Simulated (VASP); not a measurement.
Energy against volume of PbF2 (fluorite). These are vdW-DF-cx, VASP's PBE PAW potentials (set 64) (plane waves; VASP) values and carry that method's errors. Settings: 520 eV cut-off, 7×7×7 Γ-centred mesh, Gaussian smearing of 0.050 eV, potentials Pb_d F.

| V (Å³/atom) | E (eV/atom) |
|---|---|
| 16.730 | -2.42550 |
| 17.247 | -2.43051 |
| 17.764 | -2.42827 |
| 18.282 | -2.41994 |

Question: Fit these four points and predict the energy of the run at 16.212 Å³/atom.

Answer: A cubic in V^(−2/3), the third-order Birch-Murnaghan form, passes through the four points with V0 = 17.33 Å³/atom and B0 = 73 GPa, and gives -2.4118 eV/atom there. The run gave -2.4118 eV/atom, -0.1 meV/atom from the fit; all five points give B0 = 73 GPa.

The compound is PbF2 in the fluorite structure, the β form. It was relaxed first.
